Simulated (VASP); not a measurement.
Consider the following.

```yaml
crystal:
  lattice:
    - [4.37208, -2.76411, -0.02316]
    - [4.37208, 2.76411, -0.02316]
    - [-0.57813, 0.00000, 7.31021]
  atoms:
    - { symbol: In, position: [0.00000, 0.00000, 0.00000] }
    - { symbol: Ag, position: [0.33931, 0.33931, 0.33013] }
    - { symbol: Ag, position: [0.66069, 0.66069, 0.66987] }
    - { symbol: Ag, position: [0.00000, 0.00000, 0.50000] }
    - { symbol: P, position: [0.66201, 0.66201, 0.20761] }
    - { symbol: P, position: [0.33799, 0.33799, 0.79239] }
    - { symbol: O, position: [0.24083, 0.24083, 0.60799] }
    - { symbol: O, position: [0.75917, 0.75917, 0.39201] }
    - { symbol: O, position: [0.76168, 0.76168, 0.04751] }
    - { symbol: O, position: [0.23832, 0.23832, 0.95249] }
    - { symbol: O, position: [0.21963, 0.66986, 0.79670] }
    - { symbol: O, position: [0.78037, 0.33014, 0.20330] }
    - { symbol: O, position: [0.33014, 0.78037, 0.20330] }
    - { symbol: O, position: [0.66986, 0.21963, 0.79670] }
```

Level of theory: r2SCAN meta-GGA, VASP's PBE PAW potentials (set 64) (plane waves; VASP). Settings: LREAL = Auto, 520 eV cut-off, 6×6×4 Γ-centred mesh, tetrahedra with Blöchl corrections, potentials In_d Ag P O.

The cores are frozen, which limits the accuracy of field gradients.

### Question
Give the principal components of the electric field gradient (V/Å²) and the asymmetry η at each nucleus.

### Answer

```json
[
 {"atom": "In1", "Vxx": "-17.2", "Vyy": "-15.9", "Vzz": "33.1", "η": "0.04"},
 {"atom": "Ag2", "Vxx": "64.3", "Vyy": "15.3", "Vzz": "-79.6", "η": "0.62"},
 {"atom": "Ag3", "Vxx": "64.3", "Vyy": "15.3", "Vzz": "-79.6", "η": "0.62"},
 {"atom": "Ag4", "Vxx": "96.0", "Vyy": "27.4", "Vzz": "-123.4", "η": "0.56"},
 {"atom": "P5", "Vxx": "10.2", "Vyy": "0.4", "Vzz": "-10.6", "η": "0.93"},
 {"atom": "P6", "Vxx": "10.2", "Vyy": "0.4", "Vzz": "-10.6", "η": "0.93"},
 {"atom": "O7", "Vxx": "-66.6", "Vyy": "-23.1", "Vzz": "89.7", "η": "0.49"},
 {"atom": "O8", "Vxx": "-66.6", "Vyy": "-23.1", "Vzz": "89.7", "η": "0.49"},
 {"atom": "O9", "Vxx": "-75.6", "Vyy": "-23.9", "Vzz": "99.4", "η": "0.52"},
 {"atom": "O10", "Vxx": "-75.6", "Vyy": "-23.9", "Vzz": "99.4", "η": "0.52"},
 {"atom": "O11", "Vxx": "-63.6", "Vyy": "-25.8", "Vzz": "89.4", "η": "0.42"},
 {"atom": "O12", "Vxx": "-63.6", "Vyy": "-25.8", "Vzz": "89.4", "η": "0.42"},
 {"atom": "O13", "Vxx": "-63.6", "Vyy": "-25.8", "Vzz": "89.4", "η": "0.42"},
 {"atom": "O14", "Vxx": "-63.6", "Vyy": "-25.8", "Vzz": "89.4", "η": "0.42"}
]
```

The structure comes from a computed database's Ag3InO8P2 entry (C2/m); how it stands against other phases isn't given here. It was relaxed first.
